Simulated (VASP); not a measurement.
Crystal: Na3AlO3.

```
Na Al O
1.0
     5.41332    0.00000    0.00000
    -2.70666    4.68807    0.00000
     0.00000    0.00000    4.08682
Na Al O
3 1 3
Cartesian
  2.7067 0.0000 0.0000
  -1.3533 2.3440 0.0000
  1.3533 2.3440 0.0000
  0.0000 0.0000 0.0000
  0.0000 0.0000 2.0434
  0.0000 3.1254 2.0434
  2.7067 1.5627 2.0434
```

The cell was built by a generator and needn't be a form met in nature.

- Program: VASP 6.6.1
- Task: relaxation of cell and atoms
- Functional: PBE
- Potentials or basis: VASP PAW PBE potentials, release 64 (Na_pv, Al, O)
- Cutoff: 520 eV
- k mesh: 3 × 3 × 4
- Occupations: gaussian, width 0.15 eV
- Spin: no spin polarisation

At the start: pressure -0.7 GPa; volume 14.82 Å³/atom.

**Question.** Where does the relaxation end?

**Answer.** Over 8 steps the energy falls by 772.0 meV/atom and the volume is 16.16 Å³/atom (+9.1 %); space group P6/mmm (No. 191, to 0.05 Å).

The path:
| step | energy change (eV) | largest force (eV/Å) | pressure (GPa) | volume (Å³) |
| --- | --- | --- | --- | --- |
| 1 | 0.0000 | 0.0000 | -0.71 | 103.72 |
| 2 | -4.9969 | 0.0000 | 3.20 | 100.19 |
| 3 | -5.1314 | 0.0000 | 6.71 | 99.17 |
| 4 | -5.1259 | 0.0000 | 7.36 | 99.01 |
| 5 | -5.3845 | 0.0000 | 1.40 | 108.87 |
| 6 | -5.3824 | 0.0000 | -1.69 | 115.53 |
| 7 | -5.3988 | 0.0000 | -0.44 | 112.52 |
| 8 | -5.4042 | 0.0000 | -0.20 | 113.15 |

Final structure:
```
CELL_PARAMETERS angstrom
6.31485 0.00000 0.00000
-3.15742 5.46882 0.00000
0.00000 0.00000 3.27648
ATOMIC_POSITIONS crystal
Na 0.50000 0.00000 0.00000
Na 0.00000 0.50000 0.00000
Na 0.50000 0.50000 0.00000
Al 0.00000 0.00000 0.00000
O 0.00000 0.00000 0.50000
O 0.33333 0.66667 0.50000
O 0.66667 0.33333 0.50000
```

Caveat: the k mesh is coarse (spacing up to 0.45 Å⁻¹), so the values aren't converged.
